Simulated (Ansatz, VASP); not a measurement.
**Cross-check of PtC between VASP and Ansatz**

Aim: how closely do two programs agree when they are given the same cell, functional and k mesh? The cell is generated by rule, not measured, and may not be a known phase. The cell is taken from a series of runs on this material, whose earlier steps may have relaxed, scaled, displaced or heated it; both programs get it as it stands.

Method: plane waves, with VASP 6.6.1 beside it; single point at LDA, in Ansatz 0.2.0.

The structure was built from a prototype and need not be the compound's stable phase.

### Step 1. The starting structure

It takes space group Cmc2_1 (No. 36, orthorhombic). Conventional cell: a = 3.159 Å, b = 16.413 Å, c = 5.778 Å, α = 90.00°, β = 90.00°, γ = 90.00°. Nearest to Pt lie 4 C at 1.98 to 2.06 Å. Nearest to Pt lie 4 C at 1.99 to 2.12 Å. Pt has 4 C at 1.98 to 2.07 Å nearest. Nearest to C lie 4 Pt at 2.01 to 2.06 Å. Nearest to C lie 4 Pt at 1.98 to 2.12 Å. Nearest to C lie 4 Pt at 1.99 to 2.07 Å. Farther neighbours are not listed.

Coordinates:

```cif
data_structure
_symmetry_space_group_name_H-M 'Cmc2_1'
_symmetry_Int_Tables_number 36
_cell_length_a 3.1587
_cell_length_b 16.4131
_cell_length_c 5.7777
_cell_angle_alpha 90.000
_cell_angle_beta 90.000
_cell_angle_gamma 90.000
_cell_volume 299.54
loop_
_atom_site_label
_atom_site_type_symbol
_atom_site_symmetry_multiplicity
_atom_site_Wyckoff_symbol
_atom_site_fract_x
_atom_site_fract_y
_atom_site_fract_z
_atom_site_occupancy
Pt1 Pt 4 a 0.00000 0.94746 0.99725 1
Pt2 Pt 4 a 0.50000 0.11053 0.98572 1
Pt3 Pt 4 a 0.50000 0.77535 0.99487 1
C1 C 4 a 0.00000 0.94095 0.64205 1
C2 C 4 a 0.50000 0.11194 0.61875 1
C3 C 4 a 0.50000 0.78043 0.63637 1
```

### Step 2. Ansatz: single point, LDA, pair 1

Ansatz runs on its default PAW (the set named soft_2) files.

A single point gives forces, pressure and levels at one fixed geometry, so differences don't come from the geometry; what else differs is listed under the comparison.

Input file input.yaml:

```yaml
crystal:
  lattice:
    - [-3.1586945837, 0.0, 0.0]
    - [0.0, 0.0, -5.7777226655]
    - [-1.5793472918, -8.2065292568, 0.0]
  atoms:
    - { symbol: Pt, position: [0.7807911067, 0.9972502797, 0.4384177866] }
    - { symbol: Pt, position: [0.4438606182, 0.985715887, 0.1122787636] }
    - { symbol: Pt, position: [0.1086817177, 0.9948724779, 0.7826365645] }
    - { symbol: Pt, position: [0.2228061422, 0.485715846, 0.5543877156] }
    - { symbol: Pt, position: [0.8858755282, 0.497250122, 0.2282489436] }
    - { symbol: Pt, position: [0.5579850175, 0.4948722581, 0.8840299651] }
    - { symbol: C, position: [0.7742870728, 0.6420509367, 0.4514258543] }
    - { symbol: C, position: [0.4452781444, 0.6187455883, 0.1094437111] }
    - { symbol: C, position: [0.1137679894, 0.6363653492, 0.7724640212] }
    - { symbol: C, position: [0.2213884164, 0.1187454904, 0.5572231673] }
    - { symbol: C, position: [0.8923796252, 0.1420506333, 0.2152407496] }
    - { symbol: C, position: [0.5528985948, 0.1363649051, 0.8942028103] }
kpoints:
  mp_grid: { grid: [10, 6, 10] }
hamiltonian:
  xc: lda
scf:
  occupations: { method: methfessel_paxton, width: 0.15 }
output:
  forces: true
  stress: true
  eigenvalues: true
```

On the command line:

```bash
ansatz run input.yaml --threads 4 --pin off --max-ram 7168MiB --backend cpu --events-out ev --progress --plain --runs-dir out
```

Numbers of over 12 decimals in the logs are rounded to 6 here.

What it wrote:

```text
Warning: the atoms were moved onto the symmetric positions of the space group found under crystal.symmetry.tolerance 1.0e-5 (fractional; no operation is sought that the atoms, as they stand in a round, miss by more than twice it, and no atom is moved by as much as it), and the run uses the moved positions. Before a round's move an operation carried an atom to 2.87e-6 Å from where it should land, the largest such dist [...]
Engine: ansatz 0.2.0, x86_64-unknown-linux-gnu
Pseudopotentials: kind: paw
Pseudopotential: Pt, paw, valence charge 18, recommended cutoff 420 eV (normal), Pt.paw.azcp
Pseudopotential: C, paw, valence charge 4, recommended cutoff 420 eV (normal), C.paw.azcp
Functional definition: SPW92
  exchange = slater_x
  correlation = pw_c
Crystal: 12 atoms, lattice volume = 149.770 Å³
Basis set: ecut = 420 eV, 2873 PW (Γ)
Bands: 80, of which v1, the nominal top of the filled ones, is band 66 counted from 1 (65 counted from 0)
Symmetry: 4 space group operations
Space group: Cmc21 (ITA 36), of the structure as read, at distance tolerance 5.3e-5 Å
k-points: 124 of 600 (time reversal used)
Non-local potential: Pt, projectors of the file, l = 0: 3, l = 1: 2, l = 2: 2, l = 3: 1
Non-local potential: C, projectors of the file, l = 0: 2, l = 1: 2, l = 2: 1
PAW form: soft (Blöchl's): semilocal exchange-correlation on the pseudo side does not see the compensation charge
PAW frozen core: Pt, regenerated for the run's functional, and the local potential with it (the file was generated under x = pbe(κ = 0.804, μ = 0.219515), c = pbe(β = 0.066725))
PAW frozen core: C, regenerated for the run's functional, and the local potential with it (the file was generated under x = pbe(κ = 0.804, μ = 0.219515), c = pbe(β = 0.066725))
PAW one-centre angular grid: Pt, 590 points (default); XC on 64 Gauss nodes
PAW one-centre angular grid: C, 110 points (default); XC on 64 Gauss nodes
Initial density: superposition of atomic densities (neutral atoms: chi_scale 0, normalization atom), corrected by the library's trained network
Initial wavefunctions: pseudopotential atomic-orbital guess
Functional: x = slater, c = lda
SCF iter   1: F=—  HF=-74916.555565 eV  |F-HF|=—  |Δ(HF+E_count)|=         —  Δρ=1.12e-2  dr2=2.04e-1  ethr=1.77e-3  ⟨swp⟩=5.5  Hψ=35166  notcnv=0
preconditioner: auto → Kerker (q_TF=auto, 2.671 Å⁻¹)  [metal: Δε(μ)=0.020 eV  Ē_g=8.650 eV  σ=0.150 eV  W_gap=0.11  n_scr=54 (ndim 8)  ℏωp=27.8 eV  f_vac=0.001  D(μ)=3.83/eV (n_scr^D=18)]
SCF iter   2: F=—  HF=-74916.520371 eV  |F-HF|=—  |Δ(HF+E_count)|=   3.52e-2  S|Δr|=    0.00e0  Δρ=5.70e-3  dr2=6.48e-2  ethr=1.55e-4  ⟨swp⟩=1.0  Hψ=11408  notcnv=0
SCF iter   3: F=—  HF=-74916.507373 eV  |F-HF|=—  |Δ(HF+E_count)|=   1.30e-2  S|Δr|=    0.00e0  Δρ=9.58e-4  dr2=4.39e-3  ethr=4.91e-5  ⟨swp⟩=2.0  Hψ=13513  notcnv=0
SCF iter   4: F=—  HF=-74916.506684 eV  |F-HF|=—  |Δ(HF+E_count)|=   6.89e-4  S|Δr|=    0.00e0  Δρ=2.69e-4  dr2=3.65e-4  ethr=3.33e-6  ⟨swp⟩=1.7  Hψ=10784  notcnv=0
SCF iter   5: F=—  HF=-74916.506639 eV  |F-HF|=—  |Δ(HF+E_count)|=   4.51e-5  S|Δr|=    0.00e0  Δρ=7.14e-5  dr2=2.39e-5  ethr=2.77e-7  ⟨swp⟩=2.3  Hψ=13584  notcnv=0
SCF iter   6: F=—  HF=-74916.506643 eV  |F-HF|=—  |Δ(HF+E_count)|=   4.63e-6  S|Δr|=    0.00e0  Δρ=2.48e-5  dr2=1.55e-6  ethr=1.81e-8  ⟨swp⟩=2.3  Hψ=13463  notcnv=0
SCF iter   7: F=—  HF=-74916.506643 eV  |F-HF|=—  |Δ(HF+E_count)|=   2.76e-7  S|Δr|=    0.00e0  Δρ=7.06e-6  dr2=1.67e-7  ethr=1.18e-9  ⟨swp⟩=2.0  Hψ=13759  notcnv=0
SCF iter   8: F=-74916.506643 eV  HF=-74916.506643 eV  |F-HF|=2.28e-9  |Δ(HF+E_count)|=   1.12e-8  S|Δr|=    0.00e0  Δρ=2.12e-6  dr2=8.17e-9  ethr=7.58e-11  ⟨swp⟩=8.3  Hψ=32183  notcnv=0
SCF 1 converged in 8 iterations: F = -74916.506643 eV  dr2 = 8.17e-9
  greatest PAW one-centre occupation: 1.000 electrons in one spin orbital (limit 2), on the Pt atom at site 0 (counted from 0), in its partial waves of l = 0
SCF converged after 8 iterations
Stability not checked: this state was not tested for a lower state beside it, because cold or Methfessel-Paxton smearing, or corrected tetrahedra, fill the levels in a way that the test cannot read (fill_not_monotonic; see scf.lower_state_search)
Free energy (F): -74916.506643 eV
Harris-Foulkes:  -74916.506643 eV  (|F-HF|=2.28e-9)
Internal energy: -74916.511661 eV  (E = F + TS)
E sigma→0 (E₀):  -74916.507898 eV
Entropy (-TS):   0.005018 eV (0.418 meV/atom)
Fermi energy:    17.002522 eV
--- Per-component energies (eV) ---
  E_band       = -1414.364118
  E_kinetic    = 4344.930672
  E_local      = -12087.350115  (includes V_loc(G=0)·N_el)
  E_nonlocal   = 1401.745984
  E_hartree    = 4453.373478
  E_xc         = -1845.608225
  E_vxc        = -2168.287454  (∫ρ·V_xc dr)
  E_paw        = -55611.674638  (= ΣΔE_a)
  E_vpaw       = -1812.152155  (= ΣTr[D̂ρ^β])
  E_aug_tail   = 0.001187  (compensation charges beyond the density's cutoff)
  E_ewald      = -15575.090217
  E_core_change = 3.160212  (= ΣΔE_core)
  E_smearing   = 0.005018  (= −TS)
  E_closure    = 0.000000  (closes the sum)
  Σ components = -74916.506643   (vs F -74916.506643, Δ=0.00e0)
--- Forces (eV/Å), atoms counted from 1 ---
  atom   1  Pt    -0.00000000     0.26383715    -0.06384315
  atom   2  Pt     0.00000000    -0.02551742     0.20177106
  atom   3  Pt     0.00000000    -0.19511881    -0.04532503
  atom   4  Pt    -0.00000000     0.02551742     0.20177106
  atom   5  Pt     0.00000000    -0.26383715    -0.06384315
  atom   6  Pt    -0.00000000     0.19511881    -0.04532503
  atom   7  C     -0.00000000     0.01014074    -0.07707714
  atom   8  C     -0.00000000     0.05559226     0.01899523
  atom   9  C     -0.00000000     0.02138926    -0.03449815
  atom  10  C      0.00000000    -0.05559226     0.01899523
  atom  11  C      0.00000000    -0.01014074    -0.07707714
  atom  12  C      0.00000000    -0.02138926    -0.03449815
  max |Σ_I F_I| component: 4.56e-5 eV/Å
--- Stress (GPa, compression-positive) ---
       -1.247382      -0.000000      -0.000000
       -0.000000       0.400244      -0.000000
       -0.000000      -0.000000      -0.964203
  P = ⅓ Tr σ = -0.6038 GPa (-6.038 kbar)
--- Band table (eV; the first three rows and the last of 124) ---
  k-point 0: bands = [... 62 lower, 14.9588, 16.3754, 16.5786, 17.9688, 17.9820, 18.6158, 18.6216, 19.5078, ... 10 higher]
  k-point 1: bands = [... 62 lower, 15.0182, 16.0550, 16.9331, 17.6836, 17.9657, 18.2695, 19.1574, 19.4273, ... 10 higher]
  k-point 2: bands = [... 62 lower, 15.0104, 15.7544, 17.1637, 17.4127, 17.4922, 18.5517, 19.1621, 19.5767, ... 10 higher]
  k-point 123: bands = [... 62 lower, 15.0382, 15.0382, 15.4149, 15.4149, 17.0683, 17.0683, 17.2899, 17.2899, ... 10 higher]
```

Reading the cycles: dr2 is the Hartree energy of the density residual (eV), the measure of convergence; HF is the Harris–Foulkes estimate of the energy, which meets the free energy F at convergence.

The run ends at a pressure of -0.60 GPa, with forces up to 0.27 eV/Å.

### Step 3. VASP: single point, LDA, pair 1

The same cell, functional (in two slightly different forms), mesh and smearing now go to VASP, with its own data sets.

Lines of VASP's logs that name or quote its potential files are left out, and so is its time.

Input file INCAR:

```
SYSTEM = PtC
PREC = Accurate
ENCUT = 600
EDIFF = 1E-06
NELM = 120
ISMEAR = 1
SIGMA = 0.15
LREAL = .FALSE.
ALGO = Normal
GGA = PW92
NBANDS = 54
LASPH = .TRUE.
LORBIT = 11
LWAVE = .FALSE.
LCHARG = .FALSE.
ISIF = 2
GGA_COMPAT = .FALSE.
KPAR = 2
```

Input file POSCAR:

```
PtC
1.0
   -3.1586945837      0.0000000000      0.0000000000
    0.0000000000      0.0000000000     -5.7777226655
   -1.5793472918     -8.2065292568      0.0000000000
Pt C
6 6
Direct
    0.7807911067      0.9972502008      0.4384177866
    0.4438605554      0.9857158665      0.1122788891
    0.1086816676      0.9948723680      0.7826366648
    0.2228060794      0.4857158665      0.5543878411
    0.8858755282      0.4972502008      0.2282489436
    0.5579849673      0.4948723680      0.8840300654
    0.7742870413      0.6420507850      0.4514259174
    0.4452781815      0.6187455394      0.1094436370
    0.1137680147      0.6363651271      0.7724639706
    0.2213884534      0.1187455393      0.5572230932
    0.8923795936      0.1420507850      0.2152408128
    0.5528986202      0.1363651272      0.8942027596
```

Input file KPOINTS:

```
Automatic mesh
0
Gamma
10 6 10
0 0 0
```

Potentials, in the order of the species: Pt and C (LDA family, release 64).

On the command line:

```bash
mpirun -np 2 vasp_std
```

What it wrote:

```text
[banner, memory and clock lines left out]
running    2 mpi-ranks, on    1 nodes
 distrk:  each k-point on    1 cores,    2 groups
 distr:  one band on    1 cores,    1 groups

 POSCAR found type information on POSCAR PtC
 POSCAR found :  2 types and      12 ions
|                                                                             |
|               ----> ADVICE to this user running VASP <----                  |
|                                                                             |
|     You enforced a specific xc type in the INCAR file but a different       |
|     [... a line on the potential file left out ...]
|     I HOPE YOU KNOW WHAT YOU ARE DOING!                                     |
|                                                                             |

 LDA part: xc-table for (Slater(with rela. corr.)+PW92), standard interpolation
 POSCAR, INCAR and KPOINTS ok, starting setup
 FFT: planning ... GRIDC
 FFT: planning ... GRID_SOFT
 FFT: planning ... GRID
 WAVECAR not read
 entering main loop
       N       E                     dE             d eps       ncg     rms          rms(c)
DAV:   1     0.533810691506E+03    0.53381E+03   -0.46240E+04 13392   0.167E+03
DAV:   2    -0.708155141038E+02   -0.60463E+03   -0.57444E+03 15206   0.342E+02
DAV:   3    -0.106938434855E+03   -0.36123E+02   -0.34891E+02 15380   0.775E+01
DAV:   4    -0.107961516551E+03   -0.10231E+01   -0.10154E+01 15960   0.135E+01
DAV:   5    -0.107984179190E+03   -0.22663E-01   -0.22649E-01 15836   0.194E+00    0.572E+01
DAV:   6    -0.959281943301E+02    0.12056E+02   -0.72443E+01 15718   0.435E+01    0.216E+01
DAV:   7    -0.945599189110E+02    0.13683E+01   -0.11694E+01 13838   0.194E+01    0.138E+01
DAV:   8    -0.943515479327E+02    0.20837E+00   -0.11294E+00 14030   0.467E+00    0.298E+00
DAV:   9    -0.942830329422E+02    0.68515E-01   -0.16758E-01 14780   0.243E+00    0.766E-01
DAV:  10    -0.942832268673E+02   -0.19393E-03   -0.32487E-02 14508   0.976E-01    0.461E-01
DAV:  11    -0.942833735978E+02   -0.14673E-03   -0.28940E-03 15596   0.241E-01    0.213E-01
DAV:  12    -0.942833120812E+02    0.61517E-04   -0.34026E-04 15574   0.975E-02    0.886E-02
DAV:  13    -0.942833035649E+02    0.85163E-05   -0.67894E-05 14120   0.355E-02    0.258E-02
DAV:  14    -0.942833008319E+02    0.27330E-05   -0.82845E-06 15162   0.162E-02    0.117E-02
DAV:  15    -0.942833002291E+02    0.60276E-06   -0.23378E-06  8324   0.967E-03
   1 F= -.94283300E+02 E0= -.94285023E+02  d E =0.516707E-02
```

OUTCAR, selected parts (step 3):

```text
ion  position               nearest neighbor table
   1  0.781  0.997  0.438-  10 1.98  10 1.98  11 2.01   7 2.06   2 3.11   2 3.11   3 3.24   3 3.24
                             5 3.36   5 3.36   4 3.37   4 3.37   4 3.48   4 3.48
   2  0.444  0.986  0.112-  12 1.99  11 2.01  11 2.01   8 2.12   1 3.11   1 3.11   3 3.13   3 3.13
                             5 3.37   5 3.37   6 3.40   5 3.48   5 3.48   6 3.49
   3  0.109  0.995  0.783-  10 1.98  12 2.00  12 2.00   9 2.07   2 3.13   2 3.13   1 3.24   1 3.24
                             6 3.40   6 3.40   6 3.40   6 3.40   4 3.40   4 3.49
   4  0.223  0.486  0.554-   9 1.99   7 2.01   7 2.01  10 2.12   5 3.11   5 3.11   6 3.13   6 3.13
                             1 3.37   1 3.37   3 3.40   1 3.48   1 3.48   3 3.49
   5  0.886  0.497  0.228-   8 1.98   8 1.98   7 2.01  11 2.06   4 3.11   4 3.11   6 3.24   6 3.24
                             1 3.36   1 3.36   2 3.37   2 3.37   2 3.48   2 3.48
   6  0.558  0.495  0.884-   8 1.98   9 2.00   9 2.00  12 2.07   4 3.13   4 3.13   5 3.24   5 3.24
                             3 3.40   3 3.40   3 3.40   3 3.40   2 3.40   2 3.49
   7  0.774  0.642  0.451-   4 2.01   4 2.01   5 2.01   1 2.06
   8  0.445  0.619  0.109-   6 1.98   5 1.98   5 1.98   2 2.12
   9  0.114  0.636  0.772-   4 1.99   6 2.00   6 2.00   3 2.07
  10  0.221  0.119  0.557-   3 1.98   1 1.98   1 1.98   4 2.12
  11  0.892  0.142  0.215-   2 2.01   2 2.01   1 2.01   5 2.06
  12  0.553  0.136  0.894-   2 1.99   3 2.00   3 2.00   6 2.07

  LATTYP: Found a base centered orthorhombic cell.
 ALAT       =     3.1586945837
 B/A-ratio  =     5.1961524227
 C/A-ratio  =     1.8291488817

 Subroutine GETGRP returns: Found  4 space group operations
 (whereof  2 operations were pure point group operations)

The static configuration has the point symmetry C_1h.
 The point group associated with its full space group is C_2v.

 Found    124 irreducible k-points:

   k-points           NKPTS =    124   k-points in BZ     NKDIM =    124   number of bands    NBANDS=     54

   dimension x,y,z NGX =    28 NGY =   48 NGZ =   70
   dimension x,y,z NGXF=    56 NGYF=   96 NGZF=  140

   ENCUT  =  600.0 eV  44.10 Ry    6.64 a.u.   6.31 11.54 16.69*2*pi/ulx,y,z

   NELECT =      84.0000    total number of electrons

 k-points in reciprocal lattice and weights: Automatic mesh
   0.00000000  0.00000000  0.00000000       0.002
   0.10000000  0.00000000 -0.00000000       0.007
   0.20000000  0.00000000 -0.00000000       0.007
   0.30000000  0.00000000 -0.00000000       0.007
   0.40000000  0.00000000  0.00000000       0.007
   0.50000000  0.00000000 -0.00000000       0.003
   0.00000000  0.16666667  0.00000000       0.003
   0.10000000  0.16666667 -0.00000000       0.013
   0.20000000  0.16666667 -0.00000000       0.013
[...]
0.00000000  0.33333333  0.50000000       0.003
   0.00000000  0.50000000  0.50000000       0.002

 average (electrostatic) potential at core
       1 -66.6329       2 -66.5165       3 -66.5958       4 -66.5165       5 -66.6329
       6 -66.5958       7 -51.5199       8 -51.4669       9 -51.5283      10 -51.4669
      11 -51.5199      12 -51.5283

 E-fermi :   9.0905

 k-point     1 :       0.0000    0.0000    0.0000
  band No.  band energies     occupation
    ...
     37       6.2833      2.00000
     38       6.9766      2.00000
     39       7.0467      2.00000
     40       8.4566      2.00000
     41       8.6596      2.00037
     42      10.0506     -0.00000
     43      10.0644     -0.00000
     44      10.7019     -0.00000
     45      10.7069     -0.00000
     46      11.5907     -0.00000
    ...

 k-point     2 :       0.1000    0.0000   -0.0000
  band No.  band energies     occupation
    ...
     37       6.2828      2.00000
     38       7.0386      2.00000
     39       7.1704      2.00000
     40       8.2508      2.00000
     41       8.7088      2.00189
     42       9.2202     -0.00964
     43       9.6663     -0.00000
     44      10.6009     -0.00000
     45      11.0386     -0.00000
     46      11.4369     -0.00000
    ...

 k-point     3 :       0.2000    0.0000   -0.0000
  band No.  band energies     occupation
    ...
     39       7.3751      2.00000
     40       7.9052      2.00000
     41       8.2284      2.00000
     42       8.6203      2.00009
     43       9.0213      1.69623
     44      10.2741     -0.00000
     45      10.7483     -0.00000
     46      10.8499     -0.00000
     47      11.1245     -0.00000
     48      11.5032     -0.00000
    ...

  Total       -0.3057249      1.2389658     -0.2233832     -0.0000000      0.0000000      0.0000000
  in kB       -3.2705258     13.2539724     -2.3896660     -0.0000000      0.0000000      0.0000000
  external PRESSURE =       2.5312602 kB  Pullay stress =       0.0000000 kB

  energy-cutoff  :      600.00
  volume of cell :      149.77
      direct lattice vectors                 reciprocal lattice vectors
    -3.158694584  0.000000000  0.000000000    -0.316586480  0.060927097  0.000000000
     0.000000000  0.000000000 -5.777722665     0.000000000  0.000000000 -0.173078574
    -1.579347292 -8.206529257  0.000000000     0.000000000 -0.121854193  0.000000000

 POSITION                                       TOTAL-FORCE (eV/Angst)
 -----------------------------------------------------------------------------------
     -3.15869     -3.59789     -5.76184        -0.000000      0.271373     -0.033045
     -1.57935     -0.92142     -5.69519         0.000000     -0.032010      0.248466
     -1.57935     -6.42273     -5.74810         0.000000     -0.195539     -0.009486
     -1.57935     -4.54960     -2.80633        -0.000000      0.032010      0.248466
     -3.15869     -1.87313     -2.87297         0.000000     -0.271373     -0.033045
     -3.15869     -7.25482     -2.85924        -0.000000      0.195539     -0.009486
     -3.15869     -3.70464     -3.70959        -0.000000      0.003341     -0.115373
     -1.57935     -0.89815     -3.57494        -0.000000      0.062051     -0.015434
     -1.57935     -6.33925     -3.67674        -0.000000      0.021998     -0.075127
     -1.57935     -4.57287     -0.68608         0.000000     -0.062051     -0.015434
     -3.15869     -1.76638     -0.82073         0.000000     -0.003341     -0.115373
     -3.15869     -7.33830     -0.78788         0.000000     -0.021998     -0.075127
 -----------------------------------------------------------------------------------
    total drift:                                0.000005     -0.000023      0.001381

  FREE ENERGIE OF THE ION-ELECTRON SYSTEM (eV)
  ---------------------------------------------------
  free  energy   TOTEN  =       -94.2833002291 eV

  energy  without entropy=      -94.2884673001  energy(sigma->0) =      -94.28502259

 total charge
# of ion       s       p       d       tot
------------------------------------------
    1        0.820   0.801   8.098   9.719
    2        0.793   0.785   8.097   9.675
    3        0.816   0.782   8.101   9.699
    4        0.793   0.785   8.097   9.675
    5        0.820   0.801   8.098   9.719
    6        0.816   0.782   8.101   9.699
    7        0.878   1.422   0.000   2.300
    8        0.874   1.437   0.000   2.311
    9        0.877   1.430   0.000   2.307
   10        0.874   1.437   0.000   2.311
   11        0.878   1.422   0.000   2.300
   12        0.877   1.430   0.000   2.307
--------------------------------------------------
tot         10.116  13.315  48.592  72.023

[... 3 further parts left out ...]
```

The run ends at a pressure of 0.25 GPa, with forces up to 0.27 eV/Å.

(Part 1 of 2 ends here.)

[Lines on the potential files, build, host, timing and source positions are cut from VASP's logs without a mark.]

[Logs are printed without paths, hosts, clocks, repeated set-up lines and the standing remarks that a program may print on its own settings, such as how far it seeks lower states.]

[Hosts, paths, dates, database ids (printed as entryN), source tags and the programs' standing remarks are cut or masked in the printed files.]
